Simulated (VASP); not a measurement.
Method: PBEsol GGA, VASP's PBE PAW potentials (set 64) (plane waves; VASP 6.6.1).

A VASP calculation is set up with these files.

### INCAR
```
SYSTEM = MgTe(100) slab
PREC = Normal; ENCUT = 400; LREAL = .False.
LASPH = .True.
EDIFF = 1E-6; NELM = 100; NELMIN = 4
ALGO = Normal; LMAXMIX = 4
ISMEAR = 0; SIGMA = 0.05
GGA = PS
LWAVE = .False.; LCHARG = .False.; LORBIT = 11
LVHAR = .True.
DIPOL = 0.5 0.5 0.5
LDIPOL = .True.; IDIPOL = 3
```

### KPOINTS
```
Automatic mesh
0
G
3 5 1
0 0 0
```

POSCAR:
```
MgTe(100) slab
1
    7.4148645175     0.0000000000     0.0000000000
    0.0000000000     4.5627991420     0.0000000000
    0.0000000000     0.0000000000    26.8966951208
Mg Te
6 6
Direct
  0.0537499183   0.0000000000   0.6444438845
  0.4788191891   0.5000000000   0.6272676934
  0.9818889258   0.5000000000   0.5211445058
  0.4818889258   0.0000000000   0.4788554942
  0.9788191891   0.0000000000   0.3727323066
  0.5537499183   0.5000000000   0.3555561155
  0.3896893462   0.0000000000   0.6799334048
  0.8644483801   0.5000000000   0.6203047883
  0.3594042404   0.5000000000   0.5272730157
  0.8594042404   0.0000000000   0.4727269843
  0.3644483801   0.0000000000   0.3796952117
  0.8896893462   0.5000000000   0.3200665952
```

POTCAR, in this order: Mg Te (PBE.64 set). Program: vasp_std. Read from the step before: WAVECAR.

What VASP printed:

**OUTCAR**
```
 ion  position               nearest neighbor table
   1  0.054  0.000  0.644-   7 2.67   8 2.76   8 2.76
   2  0.479  0.500  0.627-   7 2.77   7 2.77   9 2.83   8 2.87
   3  0.982  0.500  0.521-  10 2.78  10 2.78   9 2.80   8 2.81
   4  0.482  0.000  0.479-   9 2.78   9 2.78  10 2.80  11 2.81
   5  0.979  0.000  0.373-  12 2.77  12 2.77  10 2.83  11 2.87
   6  0.554  0.500  0.356-  12 2.67  11 2.76  11 2.76
   7  0.390  0.000  0.680-   1 2.67   2 2.77   2 2.77
   8  0.864  0.500  0.620-   1 2.76   1 2.76   3 2.81   2 2.87
   9  0.359  0.500  0.527-   4 2.78   4 2.78   3 2.80   2 2.83
  10  0.859  0.000  0.473-   3 2.78   3 2.78   4 2.80   5 2.83
  11  0.364  0.000  0.380-   6 2.76   6 2.76   4 2.81   5 2.87
  12  0.890  0.500  0.320-   6 2.67   5 2.77   5 2.77
  LATTYP: Found a simple orthorhombic cell.
 ALAT       =     4.5627991420
 B/A-ratio  =     1.6250692364
 C/A-ratio  =     5.8947795605
 Subroutine PRICEL returns:
 Original cell was already a primitive cell.
 Subroutine GETGRP returns: Found  4 space group operations
The static configuration has the point symmetry C_1h.
 The point group associated with its full space group is C_2v.
The dynamic configuration has the point symmetry C_1h.
 Subroutine INISYM returns: Found  4 space group operations
 Subroutine IBZKPT returns following result:
 Found      6 irreducible k-points:

 Following reciprocal coordinates:
            Coordinates               Weight
  0.000000  0.000000  0.000000      1.000000
  0.333333  0.000000  0.000000      2.000000
  0.000000  0.200000  0.000000      2.000000
  0.333333  0.200000  0.000000      4.000000
  0.000000  0.400000  0.000000      2.000000
  0.333333  0.400000  0.000000      4.000000
   k-points           NKPTS =      6   k-points in BZ     NKDIM =      6   number of bands    NBANDS=     31
   number of dos      NEDOS =    301   number of ions     NIONS =     12
   total plane-waves  NPLWV = 120960
   dimension x,y,z NGX =    36 NGY =   24 NGZ =  140
   dimension x,y,z NGXF=    72 NGYF=   48 NGZF=  280
...
```

**OSZICAR**
```
       N       E                     dE             d eps       ncg     rms          rms(c)
DAV:   1    -0.399685196766E+02   -0.39969E+02   -0.14886E-05   400   0.157E-02    0.124E-02
DAV:   2    -0.399685193719E+02    0.30477E-06   -0.14399E-06   332   0.553E-03    0.457E-03
DAV:   3    -0.399685192223E+02    0.14953E-06   -0.66057E-07   270   0.342E-03    0.179E-03
DAV:   4    -0.399685192174E+02    0.48894E-08   -0.24539E-07   207   0.193E-03
   1 F= -.39968519E+02 E0= -.39968519E+02  d E =-.335028E-11
```

File OUTCAR:
```
------------------------ aborting loop because EDIFF is reached ----------------------------------------
  FORCE on cell =-STRESS in cart. coord.  units (eV):
  Direction    XX          YY          ZZ          XY          YZ          ZX
  --------------------------------------------------------------------------------------
  Total       -0.4582042     -0.8229251      0.1661524      0.0000000      0.0000000      0.0000000
  in kB       -0.8067448     -1.4488966      0.2925390      0.0000000      0.0000000      0.0000000
  external PRESSURE =      -0.6543674 kB  Pullay stress =       0.0000000 kB
  volume of cell :      909.98
      direct lattice vectors                 reciprocal lattice vectors
     7.414864517  0.000000000  0.000000000     0.134864231  0.000000000  0.000000000
     0.000000000  4.562799142  0.000000000     0.000000000  0.219163713  0.000000000
     0.000000000  0.000000000 26.896695121     0.000000000  0.000000000  0.037179289
 POSITION                                       TOTAL-FORCE (eV/Angst)
 -----------------------------------------------------------------------------------
      0.39855      0.00000     17.33341         0.025051      0.000000     -0.001507
      3.55038      2.28140     16.87143        -0.004156      0.000000      0.016327
      7.28057      2.28140     14.01706        -0.002971      0.000000      0.009732
      3.57314      0.00000     12.87963        -0.002971      0.000000     -0.009732
      7.25781      0.00000     10.02527        -0.004156      0.000000     -0.016327
      4.10598      2.28140      9.56328         0.025051      0.000000      0.001507
      2.88949      0.00000     18.28796         0.000367      0.000000      0.013815
      6.40977      2.28140     16.68415        -0.017642      0.000000     -0.012765
      2.66493      2.28140     14.18190        -0.000649      0.000000      0.018485
      6.37237      0.00000     12.71479        -0.000649      0.000000     -0.018485
      2.70234      0.00000     10.21255        -0.017642      0.000000      0.012765
      6.59693      2.28140      8.60873         0.000367      0.000000     -0.013815
 -----------------------------------------------------------------------------------
    total drift:                               -0.000829     -0.000000      0.000001
  FREE ENERGIE OF THE ION-ELECTRON SYSTEM (eV)
  ---------------------------------------------------
  free  energy   TOTEN  =       -39.9685192174 eV

  energy  without entropy=      -39.9685192174  energy(sigma->0) =      -39.96851922

 total charge

# of ion       s       p       d       tot
------------------------------------------
    1        0.189   0.120   0.021   0.330
    2        0.174   0.126   0.023   0.323
    3        0.173   0.130   0.024   0.327
    4        0.173   0.130   0.024   0.327
    5        0.174   0.126   0.023   0.323
    6        0.189   0.120   0.021   0.330
    7        1.356   2.101   0.012   3.468
    8        1.342   2.141   0.011   3.493
    9        1.340   2.144   0.010   3.494
   10        1.340   2.144   0.010   3.494
   11        1.342   2.141   0.011   3.493
   12        1.356   2.101   0.012   3.468
--------------------------------------------------
tot          9.146  13.523   0.200  22.869
```
(Selected blocks of OUTCAR.)

The cell is a thin slab with vacuum, built from MgTe (wurtzite): (100) face.
